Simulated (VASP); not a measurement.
Given:

```
CELL_PARAMETERS angstrom
      1.74371    -3.02019     0.00000
      1.74371     3.02019     0.00000
      0.00000     0.00000     5.37346
ATOMIC_POSITIONS crystal
  Hf 0.00000 0.00000 0.00000
  S  0.33333 0.66667 0.27133
  S  0.66667 0.33333 0.72867
```

The numbers are results of LDA (Ceperley-Alder, Perdew-Zunger), VASP's LDA PAW potentials (set 64) (plane waves; VASP), not measurements. Run with 500 eV cut-off, 7×7×4 Γ-centred mesh, Gaussian smearing of 0.050 eV, potentials Hf_pv S.

**Question.** What does the run give for the energy per atom (σ→0), pressure?

**Answer.** 
```yaml
energy per atom (σ→0): -8.265 eV/atom
pressure: 5.03 GPa
```

Only differences to runs with the same potentials and settings are physical.

The compound is HfS2 in the 1T layered structure. It was relaxed first under an external pressure of 5 GPa.
